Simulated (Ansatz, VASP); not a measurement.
**Two plane-wave programs on SiAs5**

```
Si As
1.0
     0.00000    3.91213    3.91213
     3.91213    0.00000    3.91213
     3.91213    3.91213    0.00000
Si As
1 5
Direct
  0.25000 0.25000 0.25000
  0.87441 0.37676 0.87441
  0.87441 0.87441 0.87441
  0.37676 0.87441 0.87441
  0.87441 0.87441 0.37676
  0.50000 0.50000 0.50000
```

Alike in both runs: functional PBE; k mesh 8 × 8 × 8; occupations gaussian, width 0.1 eV; no spin polarisation.

Ansatz relaxed the structure, and its values are those at the end. VASP's run is a single point on that final structure, the one shown.

|  | VASP | Ansatz |
| --- | --- | --- |
| version | VASP 6.6.1 | Ansatz 0.2.0 |
| potentials or method | VASP PAW PBE potentials, release 64 (Si, As) | scalar-relativistic, plane waves, PAW |
| plane-wave cutoff (eV) | 520 | 420 |
| valence electrons in the cell | 29 | 79 |

Ansatz gave:

* gap on the k mesh at the Fermi level (eV): none
* pressure (GPa): 0.0

Question: Estimate VASP's values.

Answer: gap on the k mesh at the Fermi level (eV): none; pressure (GPa): 0.1.

A gap of «none» marks a metal or a gap that the smearing closes. The two sets of potentials don't hold the same shells in valence.
